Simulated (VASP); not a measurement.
Output of a VASP run:

### OSZICAR
```
       N       E                     dE             d eps       ncg     rms          rms(c)
DAV:   1     0.656094552757E+02    0.65609E+02   -0.59598E+03   307   0.698E+02
DAV:   2     0.162216313940E+02   -0.49388E+02   -0.48046E+02   335   0.161E+02
DAV:   3     0.156542734180E+02   -0.56736E+00   -0.56699E+00   363   0.176E+01
DAV:   4     0.156537177676E+02   -0.55565E-03   -0.55565E-03   349   0.522E-01
DAV:   5     0.156537170225E+02   -0.74505E-06   -0.74505E-06   248   0.149E-02    0.294E+01
DAV:   6     0.252518199034E+02    0.95981E+01   -0.14441E+02   300   0.136E+02    0.114E+01
DAV:   7     0.294258312771E+02    0.41740E+01   -0.11827E+01   315   0.791E+01    0.372E+00
DAV:   8     0.297497952769E+02    0.32396E+00   -0.26113E+00   321   0.250E+01    0.137E+00
DAV:   9     0.297327110532E+02   -0.17084E-01   -0.30487E-01   300   0.607E+00    0.953E-01
DAV:  10     0.297459874278E+02    0.13276E-01   -0.21253E-01   300   0.574E+00    0.572E-01
DAV:  11     0.297511876366E+02    0.52002E-02   -0.16833E-02   300   0.155E+00    0.111E-01
DAV:  12     0.297513684863E+02    0.18085E-03   -0.46552E-04   150   0.260E-01
   1 F= 0.29751368E+02 E0= 0.29758124E+02  d E =-.135116E-01
```

File OUTCAR:
```
------------------------ aborting loop because EDIFF is reached ----------------------------------------
  FORCE on cell =-STRESS in cart. coord.  units (eV):
  Direction    XX          YY          ZZ          XY          YZ          ZX
  --------------------------------------------------------------------------------------
  Total     -222.1418217   -222.1418217   -222.1418217      0.0000000      0.0000000     -0.0000000
  in kB   -14782.6833622 -14782.6833622 -14782.6833622      0.0000000      0.0000000     -0.0000000
  external PRESSURE =  -14782.6833622 kB  Pullay stress =       0.0000000 kB
  volume of cell :       24.08
      direct lattice vectors                 reciprocal lattice vectors
     2.887548000  0.000000000  0.000000000     0.346314589  0.000000000  0.000000000
     0.000000000  2.887548000  0.000000000     0.000000000  0.346314589  0.000000000
     0.000000000  0.000000000  2.887548000     0.000000000  0.000000000  0.346314589
 POSITION                                       TOTAL-FORCE (eV/Angst)
 -----------------------------------------------------------------------------------
      1.44377      1.44377      1.44377         0.000000      0.000000      0.000000
      0.00000      0.00000      0.00000         0.000000      0.000000      0.000000
 -----------------------------------------------------------------------------------
    total drift:                                0.000000      0.000000     -0.000000
  FREE ENERGIE OF THE ION-ELECTRON SYSTEM (eV)
  ---------------------------------------------------
  free  energy   TOTEN  =        29.7513684863 eV

  energy  without entropy=       29.7648800657  energy(sigma->0) =       29.75812428
```
(Selected blocks of OUTCAR.)

POSCAR:
```
ZnCu
1
    2.8875480000     0.0000000000     0.0000000000
    0.0000000000     2.8875480000     0.0000000000
    0.0000000000     0.0000000000     2.8875480000
Zn Cu
1 1
Direct
  0.5000000000   0.5000000000   0.5000000000
  0.0000000000   0.0000000000   0.0000000000
```

Problem. Reconstruct the remaining input files.

Solution. This is not unique; one that fits is the input of the run itself, PBE GGA, plane waves, VASP's PBE PAW potentials (set 64).

### KPOINTS
```
Automatic mesh
0
Gamma
4 4 4
```

### INCAR
```
LCHARG=F
LREAL=F   # projection in real space or not
LASPH=T   # aspherical one-centre terms
GGA=PE   # PBE
PREC=Accurate
NELM=100
ENCUT=150   # plane-wave cut-off (eV)
SYSTEM=ZnCu
ALGO=Normal
SIGMA=0.136
LMAXMIX=4
LWAVE=F
ISIF=2   # forces and stress, cell fixed
ISMEAR=0   # Gaussian
EDIFF=1E-03
```

POTCAR, in this order: Zn Cu (PBE.64 set). Program: vasp_std.

At this cut-off the stress carries a Pulay error, which pulls relaxed volumes low.

The structure comes from a computed database's ZnCu entry; how it stands against other phases isn't given here. The cell was not relaxed at this level. The k-mesh is coarse (spacing up to 0.54 per Å, 2π included), so the numbers may not be converged in it. The run is one of a series of settings (EDIFF = 1E-03, ENCUT = 150, ISMEAR = 0, SIGMA = 0.136, KPOINTS 4×4×4 Γ-centred mesh against the base run), some of them coarse on purpose. The electron count is odd and the run is not spin-polarised, which forces a metal.
